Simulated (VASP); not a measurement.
Input of a VASP 6.6.1 run:

INCAR

```
SYSTEM = SiC
ALGO = Normal ; EDIFF = 1E-8
ENCUT = 600 ; IBRION = 8
ISIF = 2 ; ISMEAR = 0
LASPH = .True. ; LCHARG = .False.
LEPSILON = .True. ; LREAL = .False.
LWAVE = .False. ; NELM = 100
NSW = 1 ; PREC = Accurate
SIGMA = 0.02
```

Contents of KPOINTS:

```
k-points
0
Gamma
  10 10 10
  0 0 0
```

Contents of POSCAR:

```
SiC
1.0
    0.0000000000      2.1652800000      2.1652800000
    2.1652800000      0.0000000000      2.1652800000
    2.1652800000      2.1652800000      0.0000000000
Si C
1 1
Direct
    0.7500000000      0.7500000000      0.7500000000
    0.0000000000      0.0000000000      0.0000000000
```

Potentials or basis: VASP PAW LDA potentials, release 64 (Si, C).

The run is started by

```console
$ cat potpaw_LDA.64/Si/POTCAR potpaw_LDA.64/C/POTCAR > POTCAR
$ mpirun -np 1 vasp_std > vasp.out
```

Task: Predict the electronic dielectric tensor (diagonal).

Result: 6.97.

Task: Estimate the Born charges (mean of the diagonal).

Result: Si +2.71; C -2.71 e.

Task: Predict the highest phonon frequency at Γ, LO-TO splitting left out.

Result: 797 cm⁻¹.

Born effective charge tensors (e):
atom 1, Si
```
2.71 0.00 0.00
0.00 2.71 0.00
0.00 0.00 2.71
```
atom 2, C
```
-2.71  0.00  0.00
 0.00 -2.71  0.00
 0.00  0.00 -2.71
```

**The experiment to reproduce.**

From “Insight into the structural, elastic and electronic properties of a new orthorhombic 6O-SiC polytype”, 2020, pmc:7200658, for a bulk crystal of SiC: band gap 2.4 eV (indirect).

From “Infrared properties of SiC particles”, 1999, arxiv:astro-ph/9903031, for a bulk crystal of SiC: high-frequency dielectric constant 6.49.

Against the measured gap of SiC, 2.4 eV (indirect; quoted in “Insight into the structural, elastic and electronic properties of a new orthorhombic 6O-SiC polytype”, 2020, pmc:7200658), the calculated 1.29 eV is off by -1.11 eV. The value is that of LDA on a finite k mesh, which can miss the band edges, without temperature or zero-point motion. Semilocal functionals fall short of measured gaps as a rule. The cell is a database's relaxed one, not the measured one, which moves gaps too. Measured high-frequency dielectric constant of SiC: 6.49 (quoted in “Infrared properties of SiC particles”, 1999, arxiv:astro-ph/9903031). This calculation gives 6.97 (+7.4 %).
